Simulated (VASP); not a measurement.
Here is the system:

```yaml
crystal:
  lattice:
    - [2.10342, -3.64322, 0.00000]
    - [2.10342, 3.64322, 0.00000]
    - [0.00000, 0.00000, 6.83231]
  atoms:
    - { symbol: Cd, position: [0.66667, 0.33333, 0.50000] }
    - { symbol: Cd, position: [0.33333, 0.66667, 0.00000] }
    - { symbol: S, position: [0.66667, 0.33333, 0.87700] }
    - { symbol: S, position: [0.33333, 0.66667, 0.37700] }
```

The numbers are results of PBE GGA, VASP's PBE PAW potentials (set 64) (plane waves; VASP 6.6.1), not measurements. Numerical set-up: 520 eV cut-off, 6×6×3 Γ-centred mesh, Gaussian smearing of 0.050 eV, potentials Cd S.

**Question.** Estimate the energy per atom (σ→0), band gap (on the k-mesh) with the smallest direct gap where there is one.

**Answer.** 
The band gap (on the k-mesh) is 1.10 eV. The smallest direct gap (on the k-mesh) is 1.10 eV and the energy per atom (σ→0) is -3074 meV/atom.

The compound is CdS in the wurtzite structure. It was relaxed first.
